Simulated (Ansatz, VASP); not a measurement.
**Cross-check of CdF2 between VASP and Ansatz**

Aim: how closely do two programs agree when they are given the same cell, functional and k mesh? Other levels of theory on this material are compared in a session of their own.

Method: plane waves, with VASP 6.6.1 beside it; band structure at LDA and band structure at r2SCAN, in Ansatz 0.2.0.

### 1. The starting structure

The structure is cubic, space group Fm-3m (No. 225). The conventional cell has a = 5.388 Å, b = 5.388 Å, c = 5.388 Å, α = 90.00°, β = 90.00°, γ = 90.00°. Nearest to Cd lie 8 F at 2.33 Å. Nearest to F lie 4 Cd at 2.33 Å. Farther neighbours and most contacts between anions are not listed.

### 2. VASP: band structure, LDA

The same path points are solved in both programs, so levels can be compared one by one.

Lines of VASP's logs that name or quote its potential files are left out, and so is its time.

Input file INCAR:

```
SYSTEM = CdF2
PREC = Accurate
ENCUT = 520
EDIFF = 1E-06
NELM = 100
ISMEAR = 0
SIGMA = 0.02
LREAL = .FALSE.
ALGO = Normal
GGA = CA
NBANDS = 26
LORBIT = 11
LWAVE = .FALSE.
LCHARG = .FALSE.
KPAR = 4
```

Input file POSCAR:

```
CdF2
1.0
    0.0000000000      2.6940000000      2.6940000000
    2.6940000000      0.0000000000      2.6940000000
    2.6940000000      2.6940000000      0.0000000000
Cd F
1 2
Direct
    0.0000000000      0.0000000000      0.0000000000
    0.2500000000      0.2500000000      0.2500000000
    0.7500000000      0.7500000000      0.7500000000
```

Input file KPOINTS:

```
Automatic mesh
0
Gamma
5 5 5
0 0 0
```

Input file KPOINTS_OPT:

```
Line mode
16
Line-mode
Reciprocal
  0.00000000   0.00000000   0.00000000 GAMMA
  0.50000000   0.00000000   0.50000000 X

  0.50000000   0.00000000   0.50000000 X
  0.50000000   0.25000000   0.75000000 W

  0.50000000   0.25000000   0.75000000 W
  0.37500000   0.37500000   0.75000000 K

  0.37500000   0.37500000   0.75000000 K
  0.00000000   0.00000000   0.00000000 GAMMA

  0.00000000   0.00000000   0.00000000 GAMMA
  0.50000000   0.50000000   0.50000000 L

  0.50000000   0.50000000   0.50000000 L
  0.62500000   0.25000000   0.62500000 U

  0.62500000   0.25000000   0.62500000 U
  0.50000000   0.25000000   0.75000000 W

  0.50000000   0.25000000   0.75000000 W
  0.50000000   0.50000000   0.50000000 L

  0.50000000   0.50000000   0.50000000 L
  0.37500000   0.37500000   0.75000000 K

  0.62500000   0.25000000   0.62500000 U
  0.50000000   0.00000000   0.50000000 X
```

Potentials, in the order of the species: Cd and F (PBE family, release 64).

Run with:

```bash
> mpirun -np 4 vasp_std
```

Numbers of over 12 decimals in the logs are rounded to 6 here.

The program printed:

```text
[banner, memory and clock lines left out]
running    4 mpi-ranks, on    1 nodes
 distrk:  each k-point on    1 cores,    4 groups
 distr:  one band on    1 cores,    1 groups

 POSCAR found type information on POSCAR CdF
 POSCAR found :  2 types and       3 ions
|                                                                             |
|               ----> ADVICE to this user running VASP <----                  |
|                                                                             |
|     You enforced a specific xc type in the INCAR file but a different       |
|     [... a line on the potential file left out ...]
|     I HOPE YOU KNOW WHAT YOU ARE DOING!                                     |
|                                                                             |

 LDA part: xc-table for (Slater(with rela. corr.)+CA(PZ))
 , standard interpolation
 POSCAR, INCAR and KPOINTS ok, starting setup
 FFT: planning ... GRIDC
 FFT: planning ... GRID_SOFT
 FFT: planning ... GRID
 WAVECAR not read
 entering main loop
       N       E                     dE             d eps       ncg     rms          rms(c)
DAV:   1     0.187225750759E+03    0.18723E+03   -0.14917E+04   560   0.101E+03
DAV:   2    -0.657968746589E+01   -0.19381E+03   -0.18268E+03   606   0.286E+02
DAV:   3    -0.141841748746E+02   -0.76045E+01   -0.75798E+01   572   0.590E+01
DAV:   4    -0.142145532687E+02   -0.30378E-01   -0.30376E-01   572   0.382E+00
DAV:   5    -0.142146553907E+02   -0.10212E-03   -0.10212E-03   548   0.195E-01    0.888E+00
DAV:   6    -0.128347559724E+02    0.13799E+01   -0.18868E+00   596   0.266E+01    0.724E+00
DAV:   7    -0.128442392797E+02   -0.94833E-02   -0.62735E-01   554   0.535E+00    0.420E+00
DAV:   8    -0.128178965684E+02    0.26343E-01   -0.13412E-01   558   0.269E+00    0.697E-01
DAV:   9    -0.128079776010E+02    0.99190E-02   -0.22936E-02   614   0.171E+00    0.112E-01
DAV:  10    -0.128082259470E+02   -0.24835E-03   -0.27502E-03   538   0.400E-01    0.845E-02
DAV:  11    -0.128082560826E+02   -0.30136E-04   -0.84562E-05   578   0.803E-02    0.336E-02
DAV:  12    -0.128082529237E+02    0.31589E-05   -0.31604E-05   546   0.464E-02    0.162E-02
DAV:  13    -0.128082532273E+02   -0.30364E-06   -0.16897E-06   528   0.147E-02
   1 F= -.12808253E+02 E0= -.12808253E+02  d E =-.108015E-46
 Start KPOINTS_OPT (optional k-point list driver)
k-point batch [1-10\160]
       N       E                     dE             ncg
DAV:   1     0.214844230887E+03   -0.22627E+04      536
DAV:   2    -0.177741129129E+04   -0.19923E+04      630
DAV:   3    -0.186384381400E+04   -0.86433E+02      546
DAV:   4    -0.186421718851E+04   -0.37337E+00      526
DAV:   5    -0.186421839245E+04   -0.12039E-02      530
DAV:   6    -0.186421839865E+04   -0.62018E-05      522
DAV:   7    -0.186421839869E+04   -0.38902E-07      368
[...]
k-point batch [151-160\160]
       N       E                     dE             ncg
DAV:   1     0.940979895541E+02   -0.99846E+04      552
DAV:   2    -0.182573996078E+04   -0.19198E+04      570
DAV:   3    -0.190088790595E+04   -0.75148E+02      670
DAV:   4    -0.190119031707E+04   -0.30241E+00      624
DAV:   5    -0.190119126362E+04   -0.94655E-03      660
DAV:   6    -0.190119126811E+04   -0.44924E-05      600
DAV:   7    -0.190119126815E+04   -0.33457E-07      502
```

OUTCAR, selected parts (step 2):

```text
ion  position               nearest neighbor table
   1  0.000  0.000  0.000-   3 2.33   3 2.33   3 2.33   2 2.33   3 2.33   2 2.33   2 2.33   2 2.33

  LATTYP: Found a face centered cubic cell.
 ALAT       =     5.3880000000

 Subroutine GETGRP returns: Found 48 space group operations
 (whereof 48 operations were pure point group operations)

The static configuration has the point symmetry O_h .

 Found     10 irreducible k-points:

   k-points           NKPTS =     10   k-points in BZ     NKDIM =     10   number of bands    NBANDS=     26

   dimension x,y,z NGX =    28 NGY =   28 NGZ =   28
   dimension x,y,z NGXF=    56 NGYF=   56 NGZF=   56

   ENCUT  =  520.0 eV  38.22 Ry    6.18 a.u.   7.08  7.08  7.08*2*pi/ulx,y,z

   NELECT =      26.0000    total number of electrons

 k-points in reciprocal lattice and weights: Automatic mesh
   0.00000000  0.00000000  0.00000000       0.008
   0.20000000  0.00000000  0.00000000       0.064
   0.40000000  0.00000000  0.00000000       0.064
   0.20000000  0.20000000  0.00000000       0.048
   0.40000000  0.20000000  0.00000000       0.192
  -0.40000000  0.20000000  0.00000000       0.192
  -0.20000000  0.20000000  0.00000000       0.096
   0.40000000  0.40000000  0.00000000       0.048
  -0.40000000  0.40000000  0.00000000       0.096
  -0.40000000  0.40000000  0.20000000       0.192

 average (electrostatic) potential at core
       1 -39.0594       2 -77.8317       3 -77.8317

 E-fermi :  -1.6158

 k-point     1 :       0.0000    0.0000    0.0000
  band No.  band energies     occupation
    ...
      9      -2.7476      2.00000
     10      -2.7476      2.00000
     11      -2.2078      2.00000
     12      -2.2078      2.00000
     13      -2.2078      2.00000
     14       1.0603      0.00000
     15      10.5719      0.00000
     16      10.5719      0.00000
     17      10.5719      0.00000
     18      15.3884      0.00000
    ...

 k-point     2 :       0.2000    0.0000    0.0000
  band No.  band energies     occupation
    ...
      9      -3.0060      2.00000
     10      -3.0060      2.00000
     11      -2.6167      2.00000
     12      -2.1866      2.00000
     13      -2.1866      2.00000
     14       2.4111      0.00000
     15       9.1465      0.00000
     16      11.1374      0.00000
     17      11.1374      0.00000
     18      16.9807      0.00000
    ...

 k-point     3 :       0.4000    0.0000    0.0000
  band No.  band energies     occupation
    ...
      9      -3.7667      2.00000
     10      -3.5333      2.00000
     11      -3.5333      2.00000
     12      -2.1277      2.00000
     13      -2.1277      2.00000
     14       4.6499      0.00000
     15       7.4802      0.00000
     16      12.1947      0.00000
     17      12.1947      0.00000
     18      16.1760      0.00000
    ...

  Total       -1.1593444     -1.1593444     -1.1593444      0.0000000     -0.0000000      0.0000000
  in kB      -47.5007317    -47.5007317    -47.5007317      0.0000000     -0.0000000      0.0000000
  external PRESSURE =     -47.5007317 kB  Pullay stress =       0.0000000 kB

  energy-cutoff  :      520.00
  volume of cell :       39.10
      direct lattice vectors                 reciprocal lattice vectors
     0.000000000  2.694000000  2.694000000    -0.185597624  0.185597624  0.185597624
     2.694000000  0.000000000  2.694000000     0.185597624 -0.185597624  0.185597624
     2.694000000  2.694000000  0.000000000     0.185597624  0.185597624 -0.185597624

 POSITION                                       TOTAL-FORCE (eV/Angst)
 -----------------------------------------------------------------------------------
      0.00000      0.00000      0.00000         0.000000      0.000000     -0.000000
      1.34700      1.34700      1.34700         0.000000      0.000000     -0.000000
      4.04100      4.04100      4.04100        -0.000000     -0.000000      0.000000
 -----------------------------------------------------------------------------------
    total drift:                                0.000000      0.000000      0.000000

  FREE ENERGIE OF THE ION-ELECTRON SYSTEM (eV)
  ---------------------------------------------------
  free  energy   TOTEN  =       -12.8082532273 eV

  energy  without entropy=      -12.8082532273  energy(sigma->0) =      -12.80825323

 total charge
# of ion       s       p       d       tot
------------------------------------------
    1        0.241   0.205   9.682  10.128
    2        1.730   4.308   0.000   6.039
    3        1.730   4.308   0.000   6.039
--------------------------------------------------
tot          3.701   8.822   9.682  22.205

[... 3 further parts left out ...]
```

At this level the cell is under a tension of 4.8 GPa, so at these settings it is away from equilibrium.

### 3. Ansatz: band structure, LDA

Ansatz runs on its default PAW (the set named soft_2) files.

The same cell, functional (in two slightly different forms), mesh and smearing now go to Ansatz, which takes its cutoff from its data sets.

Input file input.yaml:

```yaml
crystal:
  lattice:
    - [0.0, 2.694, 2.694]
    - [2.694, 0.0, 2.694]
    - [2.694, 2.694, 0.0]
  atoms:
    - { symbol: Cd, position: [0.0, 0.0, 0.0] }
    - { symbol: F, position: [0.25, 0.25, 0.25] }
    - { symbol: F, position: [0.75, 0.75, 0.75] }
hamiltonian:
  xc: lda
  pseudopotentials: { kind: paw }
kpoints:
  mp_grid: { grid: [5, 5, 5] }
  band_path:
    path:
      - [0.0, 0.0, 0.0]
      - [0.16667, 0.0, 0.16667]
      - [0.33333, 0.0, 0.33333]
      - [0.5, 0.0, 0.5]
      - [0.5, 0.08333, 0.58333]
      - [0.5, 0.18333, 0.68333]
      - [0.5, 0.25, 0.75]
      - [0.45, 0.3, 0.75]
      - [0.40833, 0.34167, 0.75]
      - [0.35, 0.35, 0.7]
      - [0.225, 0.225, 0.45]
      - [0.075, 0.075, 0.15]
      - [0.03333, 0.03333, 0.03333]
      - [0.23333, 0.23333, 0.23333]
      - [0.4, 0.4, 0.4]
      - [0.51667, 0.46667, 0.51667]
      - [0.55833, 0.38333, 0.55833]
      - [0.60833, 0.28333, 0.60833]
      - [0.60833, 0.25, 0.64167]
      - [0.55833, 0.25, 0.69167]
      - [0.51667, 0.25, 0.73333]
      - [0.5, 0.3, 0.7]
      - [0.5, 0.38333, 0.61667]
      - [0.5, 0.48333, 0.51667]
      - [0.475, 0.475, 0.55]
      - [0.425, 0.425, 0.65]
      - [0.38333, 0.38333, 0.73333]
      - [0.59167, 0.18333, 0.59167]
      - [0.55, 0.1, 0.55]
      - [0.5, 0.0, 0.5]
    npoints: 1
scf:
  occupations: { method: gaussian, width: 0.02 }
  n_extra_bands: 7
output:
  forces: true
  stress: true
  eigenvalues: true
```

Run with:

```bash
> ansatz run input.yaml --threads 2 --pin off --max-ram 4608MiB --backend cpu --events-out ev --progress --plain --runs-dir out
```

The program printed:

```text
scf.n_extra_bands = 7 over 17 filled bands (N_el = 34.0): the run solves 24 bands
Engine: ansatz 0.2.0, aarch64-unknown-linux-gnu
Pseudopotentials: kind: paw
Pseudopotential: Cd, paw, valence charge 20, recommended cutoff 420 eV (normal), Cd.paw.azcp
Pseudopotential: F, paw, valence charge 7, recommended cutoff 420 eV (normal), F.paw.azcp
Functional definition: SPW92
  exchange = slater_x
  correlation = pw_c
Crystal: 3 atoms, lattice volume = 39.104 Å³
Basis set: ecut = 420 eV, 749 PW (Γ)
Bands: 24, of which v1, the nominal top of the filled ones, is band 17 counted from 1 (16 counted from 0)
Symmetry: 48 space group operations
Space group: Fm-3m (ITA 225), of the structure as read, at distance tolerance 3.4e-5 Å
k-points: 10 of 125
Non-local potential: Cd, projectors of the file, l = 0: 3, l = 1: 2, l = 2: 2, l = 3: 1
Non-local potential: F, projectors of the file, l = 0: 2, l = 1: 2, l = 2: 1
PAW form: soft (Blöchl's): semilocal exchange-correlation on the pseudo side does not see the compensation charge
PAW frozen core: Cd, regenerated for the run's functional, and the local potential with it (the file was generated under x = pbe(κ = 0.804, μ = 0.219515), c = pbe(β = 0.066725))
PAW frozen core: F, regenerated for the run's functional, and the local potential with it (the file was generated under x = pbe(κ = 0.804, μ = 0.219515), c = pbe(β = 0.066725))
PAW one-centre angular grid: Cd, 590 points (default); XC on 64 Gauss nodes
PAW one-centre angular grid: F, 110 points (default); XC on 64 Gauss nodes
Initial density: superposition of atomic densities (neutral atoms: chi_scale 0, normalization atom), corrected by the library's trained network
Initial wavefunctions: pseudopotential atomic-orbital guess
Functional: x = slater, c = lda
SCF iter   1: F=—  HF=-9706.361707 eV  |F-HF|=—  |Δ(HF+E_count)|=         —  Δρ=2.37e-2  dr2=1.56e-1  ethr=1.77e-3  ⟨swp⟩=5.2  Hψ=1020  notcnv=0
preconditioner: auto → none  [insulator: Δε(μ)=2.611 eV  Ē_g=19.351 eV  σ=0.020 eV  W_gap=1.00  n_scr=14 (ndim 8)  ℏωp=30.3 eV  f_vac=0.125  D(μ)=0.00/eV (n_scr^D=0)  ε∞_Penn≈3.4]
SCF iter   2: F=—  HF=-9706.325254 eV  |F-HF|=—  |Δ(HF+E_count)|=   3.65e-2  Δρ=1.28e-2  dr2=3.24e-2  ethr=4.58e-4  ⟨swp⟩=2.0  Hψ=498  notcnv=0  defer=21
SCF iter   3: F=—  HF=-9706.315212 eV  |F-HF|=—  |Δ(HF+E_count)|=   1.00e-2  Δρ=2.03e-3  dr2=7.75e-4  ethr=9.54e-5  ⟨swp⟩=2.0  Hψ=392  notcnv=0  defer=22
SCF iter   4: F=—  HF=-9706.314973 eV  |F-HF|=—  |Δ(HF+E_count)|=   2.39e-4  Δρ=8.59e-4  dr2=9.23e-5  ethr=2.28e-6  ⟨swp⟩=1.2  Hψ=248  notcnv=0  defer=22
SCF iter   5: F=—  HF=-9706.314953 eV  |F-HF|=—  |Δ(HF+E_count)|=   2.07e-5  Δρ=2.85e-5  dr2=1.53e-7  ethr=2.71e-7  ⟨swp⟩=2.0  Hψ=348  notcnv=0  defer=22
SCF iter   6: F=-9706.314953 eV  HF=-9706.314953 eV  |F-HF|=4.71e-10  |Δ(HF+E_count)|=   6.95e-9  Δρ=4.09e-6  dr2=2.93e-9  ethr=2.94e-10  ⟨swp⟩=7.4  Hψ=937  notcnv=0
SCF 1 converged in 6 iterations: F = -9706.314953 eV  dr2 = 2.93e-9
  greatest PAW one-centre occupation: 1.000 electrons in one spin orbital (limit 2), on the Cd atom at site 0 (counted from 0), in its partial waves of l = 0
NSCF: frozen V_eff on 30 k-points
SCF converged after 6 iterations
Free energy (F): -9706.314953 eV
Harris-Foulkes:  -9706.314953 eV  (|F-HF|=4.71e-10)
Internal energy: -9706.314953 eV  (E = F + TS)
E sigma→0 (E₀):  -9706.314953 eV
Fermi energy:    7.364322 eV
--- Per-component energies (eV) ---
  E_band       = -492.581857
  E_kinetic    = 914.321322
  E_local      = -4235.669950  (includes V_loc(G=0)·N_el)
  E_nonlocal   = 195.885343
  E_hartree    = 1867.098426
  E_xc         = -329.684681
  E_vxc        = -420.950222  (∫ρ·V_xc dr)
  E_paw        = -4325.405898  (= ΣΔE_a)
  E_vpaw       = -680.366813  (= ΣTr[D̂ρ^β])
  E_aug_tail   = 0.004046  (compensation charges beyond the density's cutoff)
  E_ewald      = -3793.856633
  E_core_change = 0.993072  (= ΣΔE_core)
  E_smearing   = -0.000000  (= −TS)
  E_closure    = 0.000000  (closes the sum)
  Σ components = -9706.314953   (vs F -9706.314953, Δ=0.00e0)
--- Forces (eV/Å), atoms counted from 1 ---
  atom   1  Cd    -0.00000000     0.00000000    -0.00000000
  atom   2  F      0.00000000    -0.00000000     0.00000000
  atom   3  F      0.00000000    -0.00000000     0.00000000
  max |Σ_I F_I| component: 3.47e-17 eV/Å
--- Stress (GPa, compression-positive) ---
       -5.699613       0.000000       0.000000
       -0.000000      -5.699613      -0.000000
        0.000000       0.000000      -5.699613
  P = ⅓ Tr σ = -5.6996 GPa (-56.996 kbar)
--- Band table (eV; the first three rows and the last of 10) ---
  k-point 0: bands = [... 13 lower, 4.9862, 5.5245, 5.5245, 5.5245, 8.8109, 18.3132, 18.3132, 18.3132, ... 3 higher]
  k-point 1: bands = [... 13 lower, 4.7300, 5.1158, 5.5452, 5.5452, 10.1567, 16.8822, 18.8800, 18.8800, ... 3 higher]
  k-point 2: bands = [... 13 lower, 4.2054, 4.2054, 5.6053, 5.6053, 12.3862, 15.2172, 19.9390, 19.9390, ... 3 higher]
  k-point 9: bands = [... 13 lower, 4.0055, 4.8314, 5.4235, 5.9173, 13.4497, 16.0574, 18.1678, 18.4318, ... 3 higher]
```

Elapsed: 1.4 s, on 2 threads of Arm Neoverse N1, shared host; peak memory 0.25 GiB; 2.3 s of CPU time.

### 4. Differences

Known differences besides the potentials themselves: the two LDA forms differ slightly; the data sets hold 34 valence electrons in Ansatz (default PAW (the set named soft_2) files) and 26 in VASP; the cutoff is 420 eV in Ansatz and 520 eV in VASP; Ansatz makes its cores anew for this functional, VASP keeps those of its PBE data sets; VASP's log shows a relativistic correction to its local exchange, Ansatz's none. Total energies have different zeros and are not compared.

The two programs side by side:

```csv
quantity,Ansatz,VASP,difference
pressure (GPa),-5.70,-4.75,-0.95
pressure without Ansatz's Pulay correction (GPa),-6.61,-4.75,-1.86
gap over the path points (eV),2.811,2.796,+0.014
```

Levels at points of the path, from each program's valence-band top (eV; 4 filled, then empty):

```
k (reciprocal lattice)                              Ansatz                                VASP
     0.000 0.000 0.000  -1.01 -0.48 -0.48 -0.48 2.81 12.31  -1.01 -0.47 -0.47 -0.47 2.80 12.31
     0.167 0.000 0.167  -1.42 -0.48 -0.42 -0.42 4.01 11.02  -1.42 -0.48 -0.41 -0.41 4.00 11.01
     0.333 0.000 0.333   -2.40 -0.51 -0.21 -0.21 6.17 9.72   -2.40 -0.50 -0.20 -0.20 6.17 9.70
     0.500 0.000 0.500   -3.04 -0.53 -0.09 -0.09 7.74 9.37   -3.06 -0.52 -0.09 -0.09 7.75 9.34
     0.500 0.083 0.583   -2.81 -0.56 -0.31 -0.07 7.76 9.64   -2.81 -0.55 -0.31 -0.07 7.77 9.61
     0.500 0.183 0.683  -2.12 -0.99 -0.61 -0.01 7.80 10.56  -2.13 -1.00 -0.60 -0.01 7.81 10.54
     0.500 0.250 0.750   -1.56 -1.56 -0.63 0.00 7.81 11.07   -1.57 -1.57 -0.62 0.00 7.83 11.07
     0.450 0.300 0.750  -1.99 -1.18 -0.58 -0.04 7.77 10.82  -1.99 -1.19 -0.58 -0.04 7.78 10.79
     0.408 0.342 0.750  -2.26 -1.02 -0.45 -0.13 7.72 10.53  -2.26 -1.02 -0.45 -0.13 7.73 10.50
     0.350 0.350 0.700  -2.19 -1.22 -0.37 -0.24 7.61 10.46  -2.19 -1.22 -0.36 -0.23 7.62 10.46
```

Among the levels compared at these points, filled levels agree within 10 meV and empty ones within 31 meV. Ansatz's pressure holds a Pulay correction of 0.91 GPa; VASP's holds none.

(Continued in part 2 of 2.)

[Lines on the potential files, build, host, timing and source positions are cut from VASP's logs without a mark.]

[Logs are printed without paths, hosts, clocks, repeated set-up lines and the standing remarks that a program may print on its own settings, such as how far it seeks lower states.]

[Hosts, paths, dates, database ids (printed as entryN), source tags and the programs' standing remarks are cut or masked in the printed files.]
